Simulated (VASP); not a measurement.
Input:

```
CELL_PARAMETERS angstrom
      0.00000     3.10612     3.10612
      3.10612     0.00000     3.10612
      3.10612     3.10612     0.00000
ATOMIC_POSITIONS crystal
  Ga 0.00000 0.00000 0.00000
  Sb 0.25000 0.25000 0.25000
```

All values below come from PBE GGA, VASP's PBE PAW potentials (set 64) (plane waves; VASP 6.6.1). Run with 480 eV cut-off, 10×10×10 Γ-centred mesh, first-order Methfessel-Paxton smearing of 0.10 eV, potentials Ga_d Sb.

Each relaxation starts from this cell; other phases were not tried.

**Question.** The cell is relaxed at 1 GPa. What happens?

**Answer.** The volume per atom goes from 29.97 to 29.40 Å³ (-1.9 %), and the cell becomes a = b = c = 6.1728 Å, α = β = γ = 90.00°, space group F-43m.

**Question.** The cell is relaxed at 10 GPa. What happens?

**Answer.** The volume per atom goes from 29.97 to 25.72 Å³ (-14.2 %), and the cell becomes a = b = c = 5.9039 Å, α = β = γ = 90.00°, space group F-43m.

Failed runs are left out, and for metals the shear rows, which the mesh's noise covers.

The compound is GaSb in the zinc blende structure.
